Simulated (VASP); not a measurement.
These are PW91 GGA, VASP's PBE PAW potentials (set 64) (plane waves; VASP 6.6.1) values and carry that method's errors.

Input for VASP

INCAR:
```
# general
SYSTEM   =  AuZn
PREC     =  Accurate
ENCUT    =  520
LREAL    =  .False.
LASPH    =  .True.

# electronic loop
EDIFF    =  1E-7
NELM     =  100
ALGO     =  Normal
LMAXMIX  =  6

# smearing
ISMEAR   =  1
SIGMA    =  0.1

# functional
GGA      =  91

# ions
ISIF     =  2

# output
LWAVE    =  .False.
LCHARG   =  .False.
```

**POSCAR**
```
AuZn
1
    3.1264014472     0.0000000000     0.0000000000
    0.0000000000     3.1264014472     0.0000000000
    0.0000000000     0.0000000000     3.1264014472
Zn Au
1 1
Direct
  0.5000000000   0.5000000000   0.5000000000
  0.0000000000   0.0000000000   0.0000000000
```

**KPOINTS**
```
Automatic mesh
0
G
 11 11 11
```

POTCAR, in this order: Zn Au (PBE.64 set). Program: vasp_std.

Unless said otherwise, spin-orbit coupling is left out, though it shifts the bands of the heavy elements here.

Estimate the energy per atom (σ→0), pressure, band gap (on the k-mesh).

- energy per atom (σ→0): -227.7 kJ/mol of atoms
- band gap (on the k-mesh): none (metal, semimetal or under 0.01 eV)
- pressure: 8.79 GPa

### OSZICAR
```
...
DAV:   7    -0.472993391360E+01    0.27947E-01   -0.43023E-02  2171   0.545E+00    0.294E+00
DAV:   8    -0.472078904302E+01    0.91449E-02   -0.11720E-02  1946   0.129E+00    0.160E-01
DAV:   9    -0.472077819638E+01    0.10847E-04   -0.34469E-04  2065   0.375E-01    0.717E-02
DAV:  10    -0.472078773905E+01   -0.95427E-05   -0.50070E-05  1947   0.951E-02    0.190E-02
DAV:  11    -0.472078851472E+01   -0.77567E-06   -0.44543E-06  1932   0.552E-02    0.455E-03
DAV:  12    -0.472078839708E+01    0.11764E-06   -0.20202E-07  1384   0.165E-02    0.211E-03
DAV:  13    -0.472078831468E+01    0.82398E-07   -0.39990E-08   959   0.240E-03
   1 F= -.47207883E+01 E0= -.47206561E+01  d E =-.396642E-03
```

The compound is AuZn in the CsCl type structure. This cell is one point of a volume scan, at 0.94 of the reference volume. The electron count is odd and the run is not spin-polarised, which forces a metal.
